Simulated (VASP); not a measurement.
Given:

```
Li2O
1.0
    0.00000     2.29540     2.29540
    2.29540     0.00000     2.29540
    2.29540     2.29540     0.00000
Li O
2 1
Cartesian
  1.14770   1.14770   1.14770
  3.44310   3.44310   3.44310
  2.29540   4.59080   2.29540
```

Method: PBEsol GGA, VASP's PBE PAW potentials (set 64) (plane waves; VASP). Settings: 600 eV cut-off, 8×8×8 Γ-centred mesh, Gaussian smearing of 0.050 eV, potentials Li_sv O.

Energy and stress use the plane-wave basis of the starting cell.

Problem. The ions, cell shape and volume at an external pressure of 10.0 GPa are relaxed. What does this cell relax into?

Solution. 
```
Li2O
1.0
    0.00000     2.21706     2.21706
    2.21706     0.00000     2.21706
    2.21706     2.21706     0.00000
Li O
2 1
Cartesian
  1.10853   1.10853   1.10853
  3.32559   3.32559   3.32559
  0.00000   0.00000   0.00000
```
Space group Fm-3m (225), at a tolerance of 0.03 Å.

Problem. How do energy and volume change from the first to the last step?

Solution. The energy (σ→0) changes by +20.9 meV/atom and the volume by -9.9 %, in 3 ionic steps.

```tsv
step	E(σ→0) (eV)	max force (eV/Å)	pressure (GPa)	volume (Å³)
1	-14.7505	0.000	-0.56	24.19
2	-14.7178	0.000	6.80	22.37
3	-14.6878	0.000	9.82	21.80
```

The compound is Li2O in the antifluorite structure. This run relaxes it under an external pressure of 10 GPa. Symmetry was kept, so distortions that lower it aren't found.
